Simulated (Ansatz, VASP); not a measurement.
# Cross-check of LiCl between VASP and Ansatz

Wanted: the spread between two codes on one cell, functional and k mesh. The cell is taken from a series of runs on this material, whose earlier steps may have relaxed, scaled, displaced or heated it; both programs get it as it stands.

Method: plane waves, with VASP 6.6.1 beside it; relaxation of cell and atoms at PBE and dielectric response at r2SCAN, in Ansatz 0.2.0.

### 1. The structure

The structure is cubic, space group Fm-3m (No. 225). Conventional cell: a = 5.143 Å, b = 5.143 Å, c = 5.143 Å, α = 90.00°, β = 90.00°, γ = 90.00°. Li has 6 Cl at 2.57 Å nearest. Nearest to Cl lie 6 Li at 2.57 Å. Farther neighbours and most contacts between anions are not listed.

### 2. VASP: relaxation of cell and atoms, PBE

The relaxed volume is the usual yardstick between codes: in a stiff, nearly cubic crystal its relative difference is about their pressure difference at one cell divided by the bulk modulus.

Lines of VASP's logs that name or quote its potential files are left out, and so is its time.

Contents of INCAR:

```
SYSTEM = LiCl
PREC = Accurate
ENCUT = 750
EDIFF = 1E-07
NELM = 120
ISMEAR = 0
SIGMA = 0.02
LREAL = .FALSE.
ALGO = Normal
GGA = PE
NBANDS = 11
LORBIT = 11
LWAVE = .FALSE.
LCHARG = .FALSE.
ISIF = 3
IBRION = 2
NSW = 80
EDIFFG = -0.005
LASPH = .TRUE.
GGA_COMPAT = .FALSE.
NELMIN = 4
EFERMI = MIDGAP
KPAR = 2
```

Contents of POSCAR:

```
LiCl
1.0
    0.0000000000      2.5715000000      2.5715000000
    2.5715000000      0.0000000000      2.5715000000
    2.5715000000      2.5715000000      0.0000000000
Li Cl
1 1
Direct
    0.0000000000      0.0000000000      0.0000000000
    0.5000000000      0.5000000000      0.5000000000
```

Contents of KPOINTS:

```
Automatic mesh
0
Gamma
6 6 6
0 0 0
```

Potentials, in the order of the species: Li_sv and Cl (PBE family, release 64).

The run is started by

```bash
mpirun -np 2 vasp_std
```

Numbers of over 12 decimals in the logs are rounded to 6 here.

The program printed:

```text
[banner, memory and clock lines left out]
running    2 mpi-ranks, on    1 nodes
 distrk:  each k-point on    1 cores,    2 groups
 distr:  one band on    1 cores,    1 groups

 POSCAR found type information on POSCAR LiCl
 POSCAR found :  2 types and       2 ions
 LDA part: xc-table for (Slater+PW92), standard interpolation
 POSCAR, INCAR and KPOINTS ok, starting setup
 FFT: planning ... GRIDC
 FFT: planning ... GRID_SOFT
 FFT: planning ... GRID
 WAVECAR not read
 entering main loop
       N       E                     dE             d eps       ncg     rms          rms(c)
DAV:   1     0.443098770079E+02    0.44310E+02   -0.48685E+03   352   0.106E+03
DAV:   2    -0.459491533946E+01   -0.48905E+02   -0.46978E+02   427   0.165E+02
DAV:   3    -0.737427911828E+01   -0.27794E+01   -0.27725E+01   462   0.410E+01
DAV:   4    -0.744800751880E+01   -0.73728E-01   -0.73681E-01   500   0.647E+00
DAV:   5    -0.744888681818E+01   -0.87930E-03   -0.87927E-03   460   0.661E-01    0.239E+00
DAV:   6    -0.737808251444E+01    0.70804E-01   -0.16062E-01   464   0.198E+00    0.170E+00
DAV:   7    -0.737941696196E+01   -0.13344E-02   -0.48843E-02   523   0.127E+00    0.917E-01
DAV:   8    -0.738357473103E+01   -0.41578E-02   -0.65783E-03   433   0.648E-01    0.139E-01
DAV:   9    -0.738355951289E+01    0.15218E-04   -0.17302E-04   448   0.104E-01    0.515E-02
DAV:  10    -0.738362822993E+01   -0.68717E-04   -0.10233E-04   408   0.754E-02    0.325E-02
DAV:  11    -0.738362725412E+01    0.97581E-06   -0.61067E-06   524   0.176E-02    0.173E-03
DAV:  12    -0.738362723483E+01    0.19291E-07   -0.44588E-07   423   0.487E-03
   1 F= -.73836272E+01 E0= -.73836272E+01  d E =-.738363E+01
 curvature:   0.00 expect dE= 0.000E+00 dE for cont linesearch  0.000E+00
 trial: gam= 0.00000 g(F)=  0.360E-60 g(S)=  0.108E-04 ort = 0.000E+00 (trialstep = 0.100E+01)
 search vector abs. value=  0.108E-04
 bond charge predicted
       N       E                     dE             d eps       ncg     rms          rms(c)
DAV:   1    -0.738367211248E+01   -0.44858E-04   -0.71517E-04   370   0.170E-01    0.412E-02
DAV:   2    -0.738363952936E+01    0.32583E-04   -0.80764E-05   432   0.550E-02    0.144E-02
DAV:   3    -0.738363483134E+01    0.46980E-05   -0.17043E-05   409   0.230E-02    0.911E-03
DAV:   4    -0.738363334563E+01    0.14857E-05   -0.44129E-07   566   0.492E-03    0.144E-03
DAV:   5    -0.738363313678E+01    0.20886E-06   -0.78306E-08   245   0.183E-03    0.466E-04
DAV:   6    -0.738363314243E+01   -0.56499E-08   -0.57694E-09   218   0.734E-04
   2 F= -.73836331E+01 E0= -.73836331E+01  d E =-.590760E-05
 trial-energy change:   -0.000006  1 .order   -0.000007   -0.000011   -0.000003
 step:   1.3760(harm=  1.3760)  dis= 0.00000  next Energy=    -7.383635 (dE=-0.745E-05)
 reached required accuracy - stopping structural energy minimisation
```

OUTCAR, selected parts (step 2):

```text
ion  position               nearest neighbor table
   1  0.000  0.000  0.000-   2 2.57   2 2.57   2 2.57   2 2.57   2 2.57   2 2.57
   2  0.500  0.500  0.500-   1 2.57   1 2.57   1 2.57   1 2.57   1 2.57   1 2.57

  LATTYP: Found a face centered cubic cell.
 ALAT       =     5.1430000000

 Subroutine GETGRP returns: Found 48 space group operations
 (whereof 48 operations were pure point group operations)

The static configuration has the point symmetry O_h .

 Found     16 irreducible k-points:

   k-points           NKPTS =     16   k-points in BZ     NKDIM =     16   number of bands    NBANDS=     11

   dimension x,y,z NGX =    32 NGY =   32 NGZ =   32
   dimension x,y,z NGXF=    64 NGYF=   64 NGZF=   64

   ENCUT  =  750.0 eV  55.12 Ry    7.42 a.u.   8.12  8.12  8.12*2*pi/ulx,y,z

   NELECT =      10.0000    total number of electrons

 k-points in reciprocal lattice and weights: Automatic mesh
   0.00000000  0.00000000  0.00000000       0.005
   0.16666667  0.00000000  0.00000000       0.037
   0.33333333  0.00000000  0.00000000       0.037
   0.50000000  0.00000000  0.00000000       0.019
   0.16666667  0.16666667  0.00000000       0.028
   0.33333333  0.16666667  0.00000000       0.111
   0.50000000  0.16666667  0.00000000       0.111
  -0.33333333  0.16666667  0.00000000       0.111
  -0.16666667  0.16666667  0.00000000       0.056
[...]
-0.33333333  0.33333333  0.16666667       0.111
  -0.33333333  0.50000000  0.16666667       0.056

 average (electrostatic) potential at core
       1 -62.0973       2 -92.6631

 E-fermi :   3.6555

 k-point     1 :       0.0000    0.0000    0.0000
  band No.  band energies     occupation
      1     -43.0161      2.00000
      2     -12.8530      2.00000
      3       0.5135      2.00000
      4       0.5135      2.00000
      5       0.5135      2.00000
      6       6.7975      0.00000
      7      12.4447      0.00000
      8      12.4447      0.00000
      9      12.4447      0.00000
     10      14.9908      0.00000
    ...

 k-point     2 :       0.1667    0.0000    0.0000
  band No.  band energies     occupation
      1     -43.0155      2.00000
      2     -12.7250      2.00000
      3      -0.3357      2.00000
      4       0.4454      2.00000
      5       0.4454      2.00000
      6       7.4882      0.00000
      7      11.4107      0.00000
      8      12.0029      0.00000
      9      12.0029      0.00000
     10      13.6891      0.00000
    ...

 k-point     3 :       0.3333    0.0000    0.0000
  band No.  band energies     occupation
      1     -43.0142      2.00000
      2     -12.4470      2.00000
      3      -1.6804      2.00000
      4       0.3196      2.00000
      5       0.3196      2.00000
      6       7.5590      0.00000
      7      10.5482      0.00000
      8      10.5482      0.00000
      9      12.1662      0.00000
     10      15.5683      0.00000
    ...

  Total        0.0033419      0.0033419      0.0033419      0.0000000     -0.0000000     -0.0000000
  in kB        0.1573025      0.1573025      0.1573025      0.0000000     -0.0000000     -0.0000000
  external PRESSURE =       0.1573025 kB  Pullay stress =       0.0000000 kB

  energy-cutoff  :      750.00
  volume of cell :       34.04
      direct lattice vectors                 reciprocal lattice vectors
     0.000000000  2.572258606  2.572258606    -0.194381700  0.194381700  0.194381700
     2.572258606  0.000000000  2.572258606     0.194381700 -0.194381700  0.194381700
     2.572258606  2.572258606  0.000000000     0.194381700  0.194381700 -0.194381700

 POSITION                                       TOTAL-FORCE (eV/Angst)
 -----------------------------------------------------------------------------------
      2.57226      2.57226      0.00000         0.000000      0.000000      0.000000
      2.57226      2.57226      2.57226        -0.000000     -0.000000     -0.000000
 -----------------------------------------------------------------------------------
    total drift:                                0.000000     -0.000000      0.000000

  FREE ENERGIE OF THE ION-ELECTRON SYSTEM (eV)
  ---------------------------------------------------
  free  energy   TOTEN  =        -7.3836331424 eV

  energy  without entropy=       -7.3836331424  energy(sigma->0) =       -7.38363314

 reached required accuracy - stopping structural energy minimisation

 total charge
# of ion       s       p       d       tot
------------------------------------------
    1        2.006   0.033   0.000   2.039
    2        1.589   3.590   0.000   5.179
--------------------------------------------------
tot          3.595   3.623   0.000   7.219

[... 3 further parts left out ...]
```

### 3. Ansatz: relaxation of cell and atoms, PBE

Ansatz runs on its default PAW (the set named soft_2) files.

The same cell, functional, mesh and smearing now go to Ansatz, which takes its cutoff from its data sets.

Contents of input.yaml:

```yaml
crystal:
  lattice:
    - [0.0, 2.5715, 2.5715]
    - [2.5715, 0.0, 2.5715]
    - [2.5715, 2.5715, 0.0]
  atoms:
    - { symbol: Li, position: [0.0, 0.0, 0.0] }
    - { symbol: Cl, position: [0.5, 0.5, 0.5] }
kpoints:
  mp_grid: { grid: [6, 6, 6] }
hamiltonian:
  xc: pbe
scf:
  occupations: { method: gaussian, width: 0.02 }
output:
  forces: true
  stress: true
  eigenvalues: true
  write_density: true
  write_potential: true
  elf: true
  volumetric_format: npy
relax:
  adjacent_minimum: "off"
  f_tol: 0.005
  max_steps: 60
  cell: { stress_tol: 0.03 }
```

The run is started by

```bash
ansatz run input.yaml --threads 4 --pin off --max-ram 8192MiB --backend cpu --events-out ev --progress --plain --runs-dir out
```

The program printed:

```text
Engine: ansatz 0.2.0, aarch64-unknown-linux-gnu
Pseudopotentials: kind: paw
Pseudopotential: Li, paw, valence charge 3, recommended cutoff 420 eV (normal), Li.paw.azcp
Pseudopotential: Cl, paw, valence charge 7, recommended cutoff 420 eV (normal), Cl.paw.azcp
Functional definition: PBE
  parameter kappa = 0.804
  parameter beta = 0.066725
  exchange = pbe_x(kappa = kappa, mu = beta*pi^2/3)
  correlation = pbe_c(beta = beta)
Crystal: 2 atoms, lattice volume = 34.009 Å³
Basis set: ecut = 420 eV, 645 PW (Γ), exchange–correlation on 50×50×50 points (8 copies of the dense FFT grid, shifted against one another)
Bands: 9, of which v1, the nominal top of the filled ones, is band 5 counted from 1 (4 counted from 0)
Symmetry: 48 space group operations
Space group: Fm-3m (ITA 225), of the structure as read, at distance tolerance 3.2e-5 Å
k-points: 16 of 216
Non-local potential: Li, projectors of the file, l = 0: 3, l = 1: 2, l = 2: 1
Non-local potential: Cl, projectors of the file, l = 0: 2, l = 1: 2, l = 2: 2
PAW form: soft (Blöchl's): semilocal exchange-correlation on the pseudo side does not see the compensation charge
PAW one-centre angular grid: Li, 110 points (default); XC on 64 Gauss nodes
PAW one-centre angular grid: Cl, 110 points (default); XC on 64 Gauss nodes
Initial density: superposition of atomic densities (neutral atoms: chi_scale 0, normalization atom), corrected by the library's trained network
Initial wavefunctions: pseudopotential atomic-orbital guess
Functional: x = pbe(κ = 0.804, μ = 0.219515), c = pbe(β = 0.066725)
SCF iter   1: F=—  HF=-1287.833815 eV  |F-HF|=—  |Δ(HF+E_count)|=         —  Δρ=2.18e-4  dr2=1.45e-5  ethr=1.77e-3  ⟨swp⟩=6.9  Hψ=1013  notcnv=0
preconditioner: auto → none  [insulator: Δε(μ)=6.288 eV  Ē_g=14.081 eV  σ=0.020 eV  W_gap=1.00  n_scr=8 (ndim 8)  ℏωp=18.0 eV  f_vac=0.000  D(μ)=0.00/eV (n_scr^D=0)  ε∞_Penn≈2.6]
SCF iter   2: F=—  HF=-1287.833716 eV  |F-HF|=—  |Δ(HF+E_count)|=   9.93e-5  Δρ=1.33e-4  dr2=7.53e-6  ethr=1.45e-7  ⟨swp⟩=2.7  Hψ=395  notcnv=0
SCF iter   3: F=—  HF=-1287.833700 eV  |F-HF|=—  |Δ(HF+E_count)|=   1.55e-5  Δρ=7.42e-5  dr2=1.73e-6  ethr=7.53e-8  ⟨swp⟩=2.0  Hψ=208  notcnv=0
SCF iter   4: F=—  HF=-1287.833700 eV  |F-HF|=—  |Δ(HF+E_count)|=   8.23e-7  Δρ=2.35e-5  dr2=1.93e-7  ethr=1.73e-8  ⟨swp⟩=2.1  Hψ=192  notcnv=0
iter 5 did not close the SCF: its close was put off for the readings that it lacked (scf_convergence_deferred on its scf_iter line)
SCF iter   5: F=-1287.833700 eV  HF=-1287.833700 eV  |F-HF|=4.92e-10  |Δ(HF+E_count)|=   4.20e-8  Δρ=2.38e-6  dr2=1.33e-9  ethr=1.93e-9  ⟨swp⟩=2.1  Hψ=193  notcnv=0
SCF iter   6: F=-1287.833700 eV  HF=-1287.833700 eV  |F-HF|=9.09e-12  |Δ(HF+E_count)|=  7.99e-10  Δρ=1.78e-7  dr2=1.53e-11  ethr=1.33e-11  ⟨swp⟩=4.6  Hψ=632  notcnv=0
SCF 1 converged in 6 iterations: F = -1287.833700 eV  dr2 = 1.53e-11
  greatest PAW one-centre occupation: 1.000 electrons in one spin orbital (limit 2), on the Li atom at site 0 (counted from 0), in its partial waves of l = 0
relax step   1: F+E_penalty+E_count = -1287.83369960 eV  Δ(F+E_penalty+E_count) = +0.000e0 eV  max|allowed force component| = 2.502e-30 eV/Å  Δτ_max = 0.0000 Å  P = +0.142 GPa  Ω = 34.009 Å³  (6 SCF iters, dr2 threshold 1.00e-7 eV, accepted)
[...]
relax step   2: F+E_penalty+E_count = -1287.83375731 eV  Δ(F+E_penalty+E_count) = -5.771e-5 eV  max|allowed force component| = 2.983e-30 eV/Å  Δτ_max = 0.0000 Å  P = +0.045 GPa  Ω = 34.111 Å³  energy of the carried Pulay correction = -1.679e-6 eV  (3 SCF iters, dr2 threshold 5.02e-8 eV, accepted)
[...]
relax step   3: F+E_penalty+E_count = -1287.83376339 eV  Δ(F+E_penalty+E_count) = -6.074e-6 eV  max|allowed force component| = 2.432e-30 eV/Å  Δτ_max = 0.0000 Å  P = +0.000 GPa  Ω = 34.159 Å³  energy of the carried Pulay correction = -2.472e-6 eV  (4 SCF iters, dr2 threshold 5.15e-9 eV, accepted)
[...]
relax step   4: F+E_penalty+E_count = -1287.83376678 eV  Δ(F+E_penalty+E_count) = -3.393e-6 eV  max|allowed force component| = 2.311e-30 eV/Å  Δτ_max = 0.0000 Å  P = +0.000 GPa  Ω = 34.159 Å³  stress off target by 3.41e-4 GPa  SCF on the basis re-selected at this cell (its energy is not comparable with the rows above)  (6 SCF iters)
basis re-selected at this cell: Δ(F+E_penalty+E_count) = -3.393e-6 eV, ΔP = +0.000 GPa vs the last step (what re-selecting the basis moved, of the pressure what is left beyond the Pulay correction that the steps carried, after the strain that the cell walked since its last selection, with what the two solves' SCF thresholds leave and, on support functions, any second-order correction that the steps lacked; it is no m [...]
SCF converged after 6 iterations
Free energy (F): -1287.833767 eV
Harris-Foulkes:  -1287.833767 eV  (|F-HF|=2.27e-13)
Internal energy: -1287.833767 eV  (E = F + TS)
E sigma→0 (E₀):  -1287.833767 eV
Fermi energy:    4.729249 eV
--- Per-component energies (eV) ---
  E_band       = -104.134749
  E_kinetic    = 183.612193
  E_local      = -327.503975  (includes V_loc(G=0)·N_el)
  E_nonlocal   = -4.753389
  E_hartree    = 95.553475
  E_xc         = -118.616876
  E_vxc        = -136.854847  (∫ρ·V_xc dr)
  E_paw        = -680.421022  (= ΣΔE_a)
  E_vpaw       = -9.741803  (= ΣTr[D̂ρ^β])
  E_aug_tail   = 0.000097  (compensation charges beyond the density's cutoff)
  E_ewald      = -435.704270
  E_smearing   = -0.000000  (= −TS)
  E_closure    = -0.000000  (closes the sum)
  Σ components = -1287.833767   (vs F -1287.833767, Δ=0.00e0)
--- Forces (eV/Å), atoms counted from 1 ---
  atom   1  Li    -0.00000000     0.00000000     0.00000000
  atom   2  Cl     0.00000000    -0.00000000     0.00000000
  max |Σ_I F_I| component: 4.84e-30 eV/Å
--- Stress (GPa, compression-positive) ---
        0.000341      -0.000000      -0.000000
       -0.000000       0.000341       0.000000
       -0.000000       0.000000       0.000341
  P = ⅓ Tr σ = 0.0003 GPa (0.003 kbar)
--- Band table (eV; the first three rows and the last of 16) ---
  k-point 0: bands = ["-41.9269", "-11.7547", "1.6000", "1.6000", "1.6000", "7.8584", "13.3824", "13.3824", "13.3824"]
  k-point 1: bands = ["-41.9263", "-11.6278", "0.7544", "1.5323", "1.5323", "8.5500", "12.4103", "12.9823", "12.9823"]
  k-point 2: bands = ["-41.9250", "-11.3524", "-0.5839", "1.4073", "1.4073", "8.6235", "11.5589", "11.5589", "13.1951"]
  k-point 15: bands = ["-41.9236", "-10.9719", "-0.8764", "-0.0171", "0.5507", "10.2456", "10.9389", "12.8329", "12.9261"]
--- Relaxed structure (3 steps of the walk, 3 accepted, 1 SCFs on fresh bases) ---
  F+E_penalty+E_count = -1287.83376678 eV   max|allowed force component| = 2.311e-30 eV/Å   (the final SCF, on the basis selected at the relaxed cell)
  cell:  # Å, volume = 34.1587 Å³
    - [0, 2.575277, 2.575277]
    - [2.575277, 0, 2.575277]
    - [2.575277, 2.575277, 0]
  atoms:
    - { symbol: Li, position: [0, 0, 0] }
    - { symbol: Cl, position: [0.5, 0.5, 0.5] }
```

### 4. Differences

Known differences besides the potentials themselves: the cutoff is 420 eV in Ansatz and 750 eV in VASP; Ansatz adds a Pulay correction to the stress that steers its cell, VASP none. Total energies have different zeros and are not compared.

Both answers:

| quantity | Ansatz | VASP | difference |
| --- | --- | --- | --- |
| volume (Å³) | 34.16 | 34.04 | +0.35 % |
| edge a after relaxation, in the typed setting (Å) | 3.642 | 3.638 | +0.12 % |

(Continued in part 2 of 2.)

[Lines on the potential files, build, host, timing and source positions are cut from VASP's logs without a mark.]

[Logs are printed without paths, hosts, clocks, repeated set-up lines and the standing remarks that a program may print on its own settings, such as how far it seeks lower states.]

[Hosts, paths, dates, database ids (printed as entryN), source tags and the programs' standing remarks are cut or masked in the printed files.]
